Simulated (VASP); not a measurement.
A convergence study with VASP on NiSi$_{2}$ (fluorite): one setting is varied, all else stays as given below, so the limit is that of these other settings.

```xyz
3
Lattice="0.0000 2.7050 2.7050 2.7050 0.0000 2.7050 2.7050 2.7050 0.0000" Properties=species:S:1:pos:R:3 pbc="T T T"
Si     1.3525     1.3525     1.3525
Si     4.0575     4.0575     4.0575
Ni     0.0000     0.0000     0.0000
```

Calculation: PBEsol GGA, VASP's PBE PAW potentials (set 64) (plane waves; VASP). The tightest run used: 550 eV cut-off, 15×15×15 Monkhorst-Pack mesh, first-order Methfessel-Paxton smearing of 0.10 eV, potentials Si Ni.

Problem. The settings run are 1×1×1 mesh; 2×2×2 mesh; 3×3×3 mesh; 4×4×4 mesh; 5×5×5 mesh; 6×6×6 mesh; 7×7×7 mesh; 8×8×8 mesh; 9×9×9 mesh; 10×10×10 mesh; 11×11×11 mesh; 12×12×12 mesh; 13×13×13 mesh; 14×14×14 mesh; 15×15×15 mesh. From which on does the energy per atom stay within 0.01 eV/atom of the tightest run?

Solution. From 6×6×6 mesh on: it is off by 0.0011 there and by no more than 0.01 in any finer run, while 5×5×5 mesh is off by 0.0155.
```tsv
setting	E (eV/atom)	pressure (GPa)	irreducible k-points	difference judged (eV/atom)
1×1×1 mesh	1.8611	128.13	1	8.1881
2×2×2 mesh	-6.2313	-5.47	2	0.0958
3×3×3 mesh	-6.2183	-4.35	4	0.1088
4×4×4 mesh	-6.3149	-1.95	10	0.0122
5×5×5 mesh	-6.3115	-1.13	10	0.0155
6×6×6 mesh	-6.3260	-2.24	28	0.0011
7×7×7 mesh	-6.3309	-1.93	20	0.0039
8×8×8 mesh	-6.3271	-1.42	60	0.0001
9×9×9 mesh	-6.3267	-1.01	35	0.0004
10×10×10 mesh	-6.3262	-1.52	110	0.0009
11×11×11 mesh	-6.3261	-1.65	56	0.0010
12×12×12 mesh	-6.3261	-1.56	182	0.0009
13×13×13 mesh	-6.3253	-1.70	84	0.0017
14×14×14 mesh	-6.3261	-1.65	280	0.0009
15×15×15 mesh	-6.3270	-1.72	120	0.0000
```

VASP warned of too few bands at 1×1×1 mesh.

Left out are rungs that failed or repeat a setting and relaxations that didn't move; long series are thinned to 24 rows.

The compound is NiSi2 in the fluorite structure. The cell was not relaxed at this level. The run is not spin-polarised, so no magnetic state was tried. VASP warned that the highest band is occupied, so more bands are needed.
